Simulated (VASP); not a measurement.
A run of VASP 6.6.1 is set up as follows.

The input INCAR:

```
SYSTEM = GaN
PREC = Accurate
ENCUT = 520
EDIFF = 1E-6
ISMEAR = 0
SIGMA = 0.05
LREAL = .False.
LASPH = .True.
NELM = 100
ALGO = Fast
ISIF = 2
LWAVE = .False.
LCHARG = .False.
GGA = PE
ICORELEVEL = 1
```

KPOINTS

```
regular mesh
0
Gamma
  4 4 7
  0 0 0
```

Contents of POSCAR:

```
GaN
1.0
    5.5743910000      0.0000000000      0.0000000000
    0.0000000000      5.2429930000      0.0000000000
    0.0000000000      0.0000000000      3.2183760000
Ga N
4 4
Direct
    0.3333330000      0.0000000000      0.0000000000
    0.6666670000      0.5000000000      0.0000000000
    0.1666670000      0.5000000000      0.5000000000
    0.8333330000      0.0000000000      0.5000000000
    0.3333330000      0.3767340000      0.0000000000
    0.6666670000      0.8767340000      0.0000000000
    0.1666670000      0.8767340000      0.5000000000
    0.8333330000      0.3767340000      0.5000000000
```

Potentials or basis: VASP PAW PBE potentials, release 64 (Ga_d, N).

Run with:

```console
$ cat potpaw_PBE.64/Ga_d/POTCAR potpaw_PBE.64/N/POTCAR > POTCAR
$ mpirun -np 1 vasp_std > vasp.out
```

Question: Predict the pressure.

Answer: 0.6 GPa.

Question: Predict the band gap on the k mesh.

Answer: 1.72 eV.

Core levels (eV, on the scale of the bands):
| atom | levels |
| --- | --- |
| 1 Ga | 1s -10217.3, 2s -1250.7, 2p -1087.2, 3s -137.0, 3p -87.8 |
| 2 Ga | 1s -10217.3, 2s -1250.7, 2p -1087.2, 3s -137.0, 3p -87.8 |
| 3 Ga | 1s -10217.3, 2s -1250.7, 2p -1087.2, 3s -137.0, 3p -87.8 |
| 4 Ga | 1s -10217.3, 2s -1250.7, 2p -1087.2, 3s -137.0, 3p -87.8 |
| 5 N | 1s -370.3 |
| 6 N | 1s -370.3 |

**What was measured.**

“Studying electronic properties in GaN without electrical contacts using γ-γ vs e−-γ Perturbed Angular Correlations”, 2019, pmc:6823545 quotes, for a bulk crystal of GaN: band gap 3.503 ± 0.005 eV (direct).

Measured gap of GaN: 3.503 eV (direct; quoted in “Studying electronic properties in GaN without electrical contacts using γ-γ vs e−-γ Perturbed Angular Correlations”, 2019, pmc:6823545). This calculation gives 1.72 eV (-1.79 eV). So large a miss can be the level of theory's own, or it may mean another phase, state or a wrong row. Spin-orbit coupling on Ga is left out. The value is that of PBE, without temperature or zero-point motion. Semilocal functionals fall short of measured gaps as a rule. The cell is a database's relaxed one, not the measured one, which moves gaps too.
